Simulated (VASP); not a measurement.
# ZrBr2Cl (P6/mmm) in VASP: reference runs

Aim: a first look at ZrBr2Cl with PBE, on the cell as given.

Everything below comes from runs of VASP 6.6.1. Logs are shortened: lines on timing, memory, paths and dates and some standing lists are left out, and cuts for length are marked.

## (1) The crystal as given

Symmetry: P6/mmm, No. 191, hexagonal system. Conventional cell: a = 3.628 Å, b = 3.628 Å, c = 12.532 Å, α = 90.00°, β = 90.00°, γ = 120.00°. Around Zr (site symmetry 6/mmm) lie 2 Br at 2.46 Å. Around Br (site symmetry 6mm) lie 1 Zr at 2.46 Å. Cl (site symmetry 6/mmm) is surrounded by 6 Cl at 3.63 Å and 2 Br at 3.81 Å.

The cell was built by a generator and needn't be a form met in nature.

## (2) Single point, PBE

Input file INCAR:

```
  PREC = Accurate
  ENCUT = 520
  EDIFF = 1E-7
  ISMEAR = -1
  SIGMA = 0.05
  LREAL = False
  LASPH = True
  NELM = 80
  ALGO = Normal
  ISIF = 2
  LWAVE = False
  LCHARG = False
  GGA = PE
  NBANDS = 24
```

Input file KPOINTS:

```
Automatic mesh
0
Gamma
  8 8 3
```

Input file POSCAR:

```
ZrBr2Cl
1.0
    3.6276200000      0.0000000000      0.0000000000
   -1.8138100000      3.1416100000      0.0000000000
    0.0000000000      0.0000000000     12.5323200000
Zr Br Cl
1 2 1
Direct
    0.0000000000      0.0000000000      0.0000000000
    0.0000000000      0.0000000000      0.8036300000
    0.0000000000      0.0000000000      0.1963700000
    0.0000000000      0.0000000000      0.5000000000
```

Potentials or basis: VASP PAW PBE potentials, release 64 (Zr_sv, Br, Cl).

Run with:

```console
$ cat potpaw_PBE.64/Zr_sv/POTCAR potpaw_PBE.64/Br/POTCAR potpaw_PBE.64/Cl/POTCAR > POTCAR
$ mpirun -np 1 vasp_std > vasp.out
```

OUTCAR:

```text
PREC = Accurate
   ENCUT = 520
   EDIFF = 1E-7
   ISMEAR = -1
   LREAL = False
   LASPH = True
   NELM = 80
   ISIF = 2
   GGA = PE

 ion  position               nearest neighbor table
   1  0.000  0.000  0.000-   2 2.46   3 2.46
   2  0.000  0.000  0.804-   1 2.46
   3  0.000  0.000  0.196-   1 2.46
   4  0.000  0.000  0.500-

  LATTYP: Found a hexagonal cell.
 ALAT       =     3.6276200000
 C/A-ratio  =     3.4546948137

  Lattice vectors:

 A1 = (   3.6276200000,   0.0000000000,   0.0000000000)
 A2 = (  -1.8138100000,   3.1416100000,   0.0000000000)
 A3 = (   0.0000000000,   0.0000000000,  12.5323200000)

Analysis of symmetry for initial positions (statically):
=====================================================================
 Subroutine PRICEL returns:
 Original cell was already a primitive cell.

 Routine SETGRP: Setting up the symmetry group for a
 hexagonal supercell.

 Subroutine GETGRP returns: Found 24 space group operations
 (whereof 24 operations were pure point group operations)
 out of a pool of 24 trial point group operations.

The static configuration has the point symmetry D_6h.

Analysis of symmetry for dynamics (positions and initial velocities):
=====================================================================
 Subroutine PRICEL returns:
 Original cell was already a primitive cell.

 Routine SETGRP: Setting up the symmetry group for a
 hexagonal supercell.

 Subroutine GETGRP returns: Found 24 space group operations
 (whereof 24 operations were pure point group operations)
 out of a pool of 24 trial point group operations.

The dynamic configuration has the point symmetry D_6h.

 Subroutine INISYM returns: Found 24 space group operations
 (whereof 24 operations are pure point group operations),
 and found     1 'primitive' translations

----------------------------------------------------------------------------------------

                                     Primitive cell

  volume of cell :     142.8254

  direct lattice vectors                    reciprocal lattice vectors
     3.627620000  0.000000000  0.000000000     0.275662831  0.159154064  0.000000000
    -1.813810000  3.141610000  0.000000000     0.000000000  0.318308129  0.000000000
     0.000000000  0.000000000 12.532320000     0.000000000  0.000000000  0.079793685

  length of vectors
     3.627620000  3.627619069 12.532320000     0.318308047  0.318308129  0.079793685

  position of ions in fractional coordinates (direct lattice)
     0.000000000  0.000000000  0.000000000
     0.000000000  0.000000000  0.803630000
     0.000000000  0.000000000  0.196370000
     0.000000000  0.000000000  0.500000000

  ion indices of the primitive-cell ions
   primitive index   ion index
                 1           1
                 2           2
                 3           3
                 4           4

----------------------------------------------------------------------------------------

 KPOINTS: Automatic mesh

Automatic generation of k-mesh.
 Grid dimensions read from file:
 generate k-points for:    8    8    3

 Generating k-lattice:

  Cartesian coordinates                     Fractional coordinates (reciprocal lattice)
     0.034457854  0.019894258  0.000000000     0.125000000 -0.000000000  0.000000000
     0.000000000  0.039788516  0.000000000     0.000000000  0.125000000  0.000000000
     0.000000000  0.000000000  0.026597895     0.000000000  0.000000000  0.333333333

  Length of vectors
     0.039788506  0.039788516  0.026597895

  Shift w.r.t. Gamma in fractional coordinates (k-lattice)
     0.000000000  0.000000000  0.000000000

 Subroutine IBZKPT returns following result:
 ===========================================

 Found     20 irreducible k-points:

 Following reciprocal coordinates:
            Coordinates               Weight
  0.000000  0.000000  0.000000      1.000000
  0.125000  0.000000  0.000000      6.000000
  0.250000  0.000000  0.000000      6.000000
  0.375000 -0.000000  0.000000      6.000000
  0.500000  0.000000  0.000000      3.000000
  0.125000  0.125000  0.000000      6.000000
[... 12 lines left out ...]
  0.250000  0.250000  0.333333     12.000000
  0.375000  0.250000  0.333333     12.000000
   k-points           NKPTS =     20   k-points in BZ     NKDIM =     20   number of bands    NBANDS=     24
   number of dos      NEDOS =    301   number of ions     NIONS =      4
   total plane-waves  NPLWV =  75264
   dimension x,y,z NGX =    28 NGY =   28 NGZ =   96
   dimension x,y,z NGXF=    56 NGYF=   56 NGZF=  192
   ions per type =               1   2   1
   NGX,Y,Z   is equivalent  to a cutoff of  12.83, 12.83, 12.73 a.u.
   NGXF,Y,Z  is equivalent  to a cutoff of  25.66, 25.66, 25.47 a.u.
 SYSTEM =  unknown system
   PREC   = accura    normal or accurate (medium, high low for compatibility)
   ISTART =      0    job   : 0-new  1-cont  2-samecut
   ICHARG =      2    charge: 1-file 2-atom 10-const
   ISPIN  =      1    spin polarized calculation?
   LNONCOLLINEAR =      F non collinear calculations
   LSORBIT =      F    spin-orbit coupling
   LASPH  =      T    aspherical Exc in radial PAW
   ENCUT  =  520.0 eV  38.22 Ry    6.18 a.u.   6.74  6.74 23.30*2*pi/ulx,y,z
   NELM   =     80;   NELMIN=  2; NELMDL= -5     # of ELM steps
   EDIFF  = 0.1E-06   stopping-criterion for ELM
   LREAL  =      F    real-space projection
   EDIFFG = 0.1E-05   stopping-criterion for IOM
   NSW    =      0    number of steps for IOM
   IBRION =     -1    ionic relax: 0-MD 1-quasi-New 2-CG
   NFREE  =      0    steps in history (QN), initial steepest desc. (CG)
   ISIF   =      2    stress and relaxation
   ISYM   =      2    0-nonsym 1-usesym 2-fastsym
   POTIM  = 0.5000    time-step for ionic-motion
   TEBEG  =    0.0;   TEEND  =   0.0 temperature during run
   PSTRESS=    0.0 pullay stress
   NELECT =      33.0000    total number of electrons
   NUPDOWN=      -1.0000    fix difference up-down
   EMIN   =  10.00;   EMAX   =-10.00  energy-range for DOS
   EFERMI =   0.00;   METHOD = LEGACY
   ISMEAR =    -1;   SIGMA  =   0.05  broadening in eV -4-tet -1-fermi 0-gaus
   EFERMI_NEDOS =   21; number of points for ismear=-14 and -15
   IALGO  =     38    algorithm
   IMIX   =      4    mixing-type and parameters
     AMIX     =   0.40;   BMIX     =  1.00
     AMIX_MAG =   1.60;   BMIX_MAG =  1.00
  volume/ion in A,a.u.               =      35.71       240.96
  Fermi-wavevector in a.u.,A,eV,Ry     =   1.004564  1.898351 13.730305  1.009149
  Thomas-Fermi vector in A             =   2.137188
   LORBIT       =      0    0 simple, 1 ext, 2 COOP (PROOUT), +10 PAW based schemes
   GGA     = PE    functional components
[... 5 lines left out ...]
 non-spin polarized calculation
  energy-cutoff  :      520.00
  volume of cell :      142.83
 maximum number of plane-waves:      3858
 NGX is ok and might be reduce to    28
   NGX = 13   NGY = 13   NGZ = 47

 number of electron      32.9999997 magnetization

 Free energy of the ion-electron system (eV)
  ---------------------------------------------------
  ext. energy  EPLUGINS =         0.00000000
  ---------------------------------------------------
  free energy    TOTEN  =       -14.35863233 eV

  energy without entropy =      -14.31390930  energy(sigma->0) =      -14.33627082

 E-fermi :   0.1298     XC(G=0):  -7.7268

 val. band max:        0.1115949160   @ k =   0.3750  -0.0000   0.0000
 cond. band min:       0.1316710979   @ k =   0.1250   0.0000   0.3333
 fundamental gap:      0.0200761819
 Fermi energy:         0.1298019156

 k-point     1 :       0.0000    0.0000    0.0000
  band No.  band energies     occupation
      1     -49.4119      2.00000
      2     -27.3948      2.00000
      3     -27.3490      2.00000
      4     -27.3490      2.00000
      5     -14.4711      2.00000
      6     -14.1314      2.00000
[... 16 lines left out ...]
     23       5.7057      0.00000
     24       7.7603      0.00000

 k-point     2 :       0.1250    0.0000    0.0000
  band No.  band energies     occupation
      1     -49.4093      2.00000
      2     -27.3905      2.00000
      3     -27.3791      2.00000
      4     -27.3563      2.00000
      5     -14.4035      2.00000
      6     -14.0644      2.00000
[... 16 lines left out ...]
     23       6.0241      0.00000
     24       8.1812      0.00000

 k-point     3 :       0.2500    0.0000    0.0000
  band No.  band energies     occupation
      1     -49.4029      2.00000
      2     -27.4512      2.00000
      3     -27.3802      2.00000
      4     -27.3738      2.00000
      5     -14.2330      2.00000
      6     -13.8945      2.00000
[... 16 lines left out ...]
     23       7.1515      0.00000
     24       8.1871      0.00000

 k-point     4 :       0.3750   -0.0000    0.0000
  band No.  band energies     occupation
      1     -49.3966      2.00000
      2     -27.5223      2.00000
      3     -27.3913      2.00000
      4     -27.3699      2.00000
      5     -14.0507      2.00000
      6     -13.7113      2.00000
[... 16 lines left out ...]
     23       7.1794      0.00000
     24       7.6166      0.00000

 k-point     5 :       0.5000    0.0000    0.0000
  band No.  band energies     occupation
      1     -49.3939      2.00000
      2     -27.5515      2.00000
      3     -27.3985      2.00000
      4     -27.3656      2.00000
      5     -13.9712      2.00000
      6     -13.6309      2.00000
[... 343 lines left out ...]
 k-point    18 :       0.3750    0.1250    0.3333
  band No.  band energies     occupation
      1     -49.3939      2.00000
      2     -27.5357      2.00000
      3     -27.4148      2.00000
      4     -27.3656      2.00000
      5     -13.9717      2.00000
      6     -13.6329      2.00000
[... 16 lines left out ...]
     23       7.7598      0.00000
     24       7.8941      0.00000

 k-point    19 :       0.2500    0.2500    0.3333
  band No.  band energies     occupation
      1     -49.3939      2.00000
      2     -27.5137      2.00000
      3     -27.4372      2.00000
      4     -27.3656      2.00000
      5     -13.9727      2.00000
      6     -13.6341      2.00000
[... 16 lines left out ...]
     23       7.9991      0.00000
     24       8.2223      0.00000

 k-point    20 :       0.3750    0.2500    0.3333
  band No.  band energies     occupation
      1     -49.3921      2.00000
      2     -27.5154      2.00000
      3     -27.4615      2.00000
      4     -27.3626      2.00000
      5     -13.9159      2.00000
      6     -13.5767      2.00000
[... 16 lines left out ...]
     23       7.2884      0.00000
     24       8.1524      0.00000

------------------------ aborting loop because EDIFF is reached ----------------------------------------

  FORCE on cell =-STRESS in cart. coord.  units (eV):
  Direction    XX          YY          ZZ          XY          YZ          ZX
  --------------------------------------------------------------------------------------
  -------------------------------------------------------------------------------------
  Total        0.0144486      0.0144486      0.0460633      0.0000000      0.0000000      0.0000000
  in kB        0.1620808      0.1620807      0.5167258      0.0000000      0.0000000      0.0000000
  external PRESSURE =       0.2802958 kB  Pullay stress =       0.0000000 kB

 VOLUME and BASIS-vectors are now :
 -----------------------------------------------------------------------------
  energy-cutoff  :      520.00
  volume of cell :      142.83
      direct lattice vectors                 reciprocal lattice vectors
     3.627620000  0.000000000  0.000000000     0.275662831  0.159154064  0.000000000
    -1.813810000  3.141610000  0.000000000     0.000000000  0.318308129  0.000000000
     0.000000000  0.000000000 12.532320000     0.000000000  0.000000000  0.079793685

 POSITION                                       TOTAL-FORCE (eV/Angst)
 -----------------------------------------------------------------------------------
      0.00000      0.00000      0.00000         0.000000      0.000000      0.000000
      0.00000      0.00000     10.07135        -0.000000      0.000000     -0.018014
      0.00000      0.00000      2.46097         0.000000     -0.000000      0.018014
      0.00000      0.00000      6.26616         0.000000      0.000000      0.000000
 -----------------------------------------------------------------------------------
    total drift:                               -0.000000      0.000000      0.000000

  FREE ENERGIE OF THE ION-ELECTRON SYSTEM (eV)
  ---------------------------------------------------
  free  energy   TOTEN  =       -14.3586323297 eV

  energy  without entropy=      -14.3139093019  energy(sigma->0) =      -14.33627082
```

It took 58 s on 1 thread of Intel Xeon Platinum 8488C (Sapphire Rapids), shared host; peak memory 0.29 GiB.

Results:

```
Free energy            : -14.3586 eV
Pressure               : 0.0 GPa
Largest force          : 0.018 eV/Å
Band gap on the k mesh : none (metal or under the smearing width)
```

Forces in eV/Å, atoms in the order of the input:
```
Zr   0.000  0.000  0.000
Br   0.000  0.000 -0.018
Br   0.000  0.000  0.018
Cl   0.000  0.000  0.000
```

Caveat: this functional lacks dispersion, which binds the layers, so the pressure and a relaxed spacing across them are unreliable; an odd number of electrons without spin polarisation forces a metal; a magnetic or distorted state may lie lower.
